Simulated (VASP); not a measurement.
These are TPSS meta-GGA, VASP's PBE PAW potentials (set 64) (plane waves; VASP) values and carry that method's errors.

The input files of a VASP run:

KPOINTS:
```
Automatic mesh
0
Gamma
10 10 10
0 0 0
```

INCAR:
```
SYSTEM = InAs
PREC = Accurate; ENCUT = 520; LREAL = F
LASPH = T
EDIFF = 1E-7; NELM = 100; ALGO = Normal
LMAXMIX = 4; LMIXTAU = T
ISMEAR = 1; SIGMA = 0.1
METAGGA = TPSS
ISIF = 2
LWAVE = F; LCHARG = F
```

### POSCAR
```
InAs
1
    0.0000000000     3.0494841049     3.0494841049
    3.0494841049     0.0000000000     3.0494841049
    3.0494841049     3.0494841049     0.0000000000
In As
1 1
Direct
  0.0000000000   0.0000000000   0.0000000000
  0.2500000000   0.2500000000   0.2500000000
```

POTCAR, in this order: In_d As (PBE.64 set). Program: vasp_std.

Output

OSZICAR:
```
       N       E                     dE             d eps       ncg     rms          rms(c)
DAV:   1     0.954335817498E+02    0.95434E+02   -0.85398E+03  1227   0.150E+03
DAV:   2    -0.177987562548E+02   -0.11323E+03   -0.10979E+03  1252   0.330E+02
DAV:   3    -0.260594937962E+02   -0.82607E+01   -0.82075E+01  1637   0.954E+01
DAV:   4    -0.262549650049E+02   -0.19547E+00   -0.19536E+00  1316   0.161E+01
DAV:   5    -0.262621906173E+02   -0.72256E-02   -0.72253E-02  1703   0.283E+00    0.514E+00
DAV:   6    -0.238121971548E+02    0.24500E+01   -0.45260E+00  1252   0.385E+01    0.198E+00
DAV:   7    -0.259703184310E+02   -0.21581E+01   -0.15609E+03  1238   0.471E+04    0.153E+00
DAV:   8    -0.235866778577E+02    0.23836E+01   -0.29758E+01  1299   0.135E+01    0.101E+00
DAV:   9    -0.238504699359E+02   -0.26379E+00   -0.12438E+00  1312   0.429E+00    0.333E-01
DAV:  10    -0.238810029492E+02   -0.30533E-01   -0.10219E-01  1260   0.139E+00    0.273E-01
DAV:  11    -0.238485396435E+02    0.32463E-01   -0.28013E-02  1237   0.196E+00    0.997E-02
DAV:  12    -0.238840263727E+02   -0.35487E-01   -0.99972E-03  1232   0.112E+00    0.670E-02
DAV:  13    -0.238842719362E+02   -0.24556E-03   -0.21569E-04  1618   0.162E-01    0.500E-02
DAV:  14    -0.238842892253E+02   -0.17289E-04   -0.43626E-04  1287   0.329E-01    0.139E-02
DAV:  15    -0.238844549203E+02   -0.16569E-03   -0.57678E-05  1427   0.126E-01    0.850E-03
DAV:  16    -0.238844536267E+02    0.12936E-05   -0.19994E-05  1262   0.328E-02    0.591E-03
DAV:  17    -0.238844660141E+02   -0.12387E-04   -0.86532E-06  1562   0.471E-02    0.207E-03
DAV:  18    -0.238844666816E+02   -0.66750E-06   -0.47481E-07  1317   0.133E-02    0.174E-03
DAV:  19    -0.238844666863E+02   -0.46628E-08   -0.78530E-08   919   0.295E-03
   1 F= -.23884467E+02 E0= -.23884554E+02  d E =0.260667E-03
```

**OUTCAR**
```
------------------------ aborting loop because EDIFF is reached ----------------------------------------
  FORCE on cell =-STRESS in cart. coord.  units (eV):
  Direction    XX          YY          ZZ          XY          YZ          ZX
  --------------------------------------------------------------------------------------
  Total        0.5742551      0.5742551      0.5742551      0.0000000     -0.0000000      0.0000000
  in kB       16.2220726     16.2220726     16.2220726      0.0000000     -0.0000000      0.0000000
  external PRESSURE =      16.2220726 kB  Pullay stress =       0.0000000 kB
  volume of cell :       56.72
      direct lattice vectors                 reciprocal lattice vectors
     0.000000000  3.049484105  3.049484105    -0.163962160  0.163962160  0.163962160
     3.049484105  0.000000000  3.049484105     0.163962160 -0.163962160  0.163962160
     3.049484105  3.049484105  0.000000000     0.163962160  0.163962160 -0.163962160
  FREE ENERGIE OF THE ION-ELECTRON SYSTEM (eV)
  ---------------------------------------------------
  free  energy   TOTEN  =       -23.8844666863 eV

  energy  without entropy=      -23.8847273537  energy(sigma->0) =      -23.88455358
```
(Selected blocks of OUTCAR.)

The compound is InAs in the zinc blende structure. This cell is one point of a volume scan, at 0.97 of the reference volume.
